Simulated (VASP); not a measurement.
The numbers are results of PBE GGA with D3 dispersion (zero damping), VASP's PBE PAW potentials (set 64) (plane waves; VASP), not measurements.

VASP input:

**POSCAR**
```
KF
1
    0.0000000000     2.6917699503     2.6917699503
    2.6917699503    -0.0000000000     2.6917699503
    2.6917699503     2.6917699503     0.0000000000
K F
1 1
Direct
  0.0000000000   0.0000000000   0.0000000000
  0.5000000000   0.5000000000   0.5000000000
```

**KPOINTS**
```
Automatic mesh
0
G
  10 10 10
```

**INCAR**
```
SYSTEM = KF
PREC = Accurate
ENCUT = 520
EDIFF = 1E-7
NELM = 100
ALGO = Normal
LREAL = .FALSE.
LASPH = .TRUE.
ISMEAR = -5
GGA = PE
IVDW = 11
LWAVE = .FALSE.
LCHARG = .TRUE.
LORBIT = 11
NEDOS = 601
ISIF = 2
```

POTCAR, in this order: K_sv F (PBE.64 set). Program: vasp_std.

Output of the run:

### OSZICAR
```
       N       E                     dE             d eps       ncg     rms          rms(c)
DAV:   1     0.119310597350E+03    0.11931E+03   -0.85192E+03  1128   0.129E+03
DAV:   2    -0.436194966028E+01   -0.12367E+03   -0.11206E+03  1448   0.329E+02
DAV:   3    -0.941740294409E+01   -0.50555E+01   -0.50178E+01  1436   0.645E+01
DAV:   4    -0.956570778892E+01   -0.14830E+00   -0.14821E+00  1776   0.969E+00
DAV:   5    -0.956684187678E+01   -0.11341E-02   -0.11341E-02  1384   0.103E+00    0.630E+00
DAV:   6    -0.832359891847E+01    0.12432E+01   -0.43908E+00  1268   0.182E+01    0.372E+00
DAV:   7    -0.829779987550E+01    0.25799E-01   -0.12771E-01  1520   0.314E+00    0.224E+00
DAV:   8    -0.829435711150E+01    0.34428E-02   -0.56321E-02  1228   0.279E+00    0.213E-01
DAV:   9    -0.829600374756E+01   -0.16466E-02   -0.69992E-03  1528   0.686E-01    0.121E-01
DAV:  10    -0.829656183186E+01   -0.55808E-03   -0.10742E-03  1264   0.324E-01    0.605E-02
DAV:  11    -0.829667364807E+01   -0.11182E-03   -0.42324E-04  1232   0.167E-01    0.237E-02
DAV:  12    -0.829666053027E+01    0.13118E-04   -0.81905E-05  1440   0.754E-02    0.672E-03
DAV:  13    -0.829666023803E+01    0.29224E-06   -0.51539E-06  1244   0.227E-02    0.218E-03
DAV:  14    -0.829666028015E+01   -0.42122E-07   -0.37651E-07  1412   0.571E-03
   1 F= -.85714037E+01 E0= -.85714037E+01  d E =0.000000E+00
```

**OUTCAR**
```
------------------------ aborting loop because EDIFF is reached ----------------------------------------
 Edisp (eV)   -0.27474
  FORCE on cell =-STRESS in cart. coord.  units (eV):
  Direction    XX          YY          ZZ          XY          YZ          ZX
  --------------------------------------------------------------------------------------
  Total       0.01135     0.01135     0.01135    -0.00000     0.00000     0.00000
  in kB       0.46625     0.46625     0.46625    -0.00000     0.00000     0.00000
  external pressure =        0.47 kB  Pullay stress =        0.00 kB
  volume of cell :       39.01
      direct lattice vectors                 reciprocal lattice vectors
     0.000000000  2.691769950  2.691769950    -0.185751386  0.185751386  0.185751386
     2.691769950  0.000000000  2.691769950     0.185751386 -0.185751386  0.185751386
     2.691769950  2.691769950  0.000000000     0.185751386  0.185751386 -0.185751386
  FREE ENERGIE OF THE ION-ELECTRON SYSTEM (eV)
  ---------------------------------------------------
  free  energy   TOTEN  =        -8.5714036858 eV

  energy  without entropy=       -8.5714036858  energy(sigma->0) =       -8.57140369

 total charge

# of ion       s       p       d       tot
------------------------------------------
    1        1.958   5.591   0.031   7.580
    2        1.730   4.350   0.000   6.080
--------------------------------------------------
tot          3.688   9.941   0.031  13.660
```
(Selected blocks of OUTCAR.)

The compound is KF in the rock salt structure. It was relaxed first.
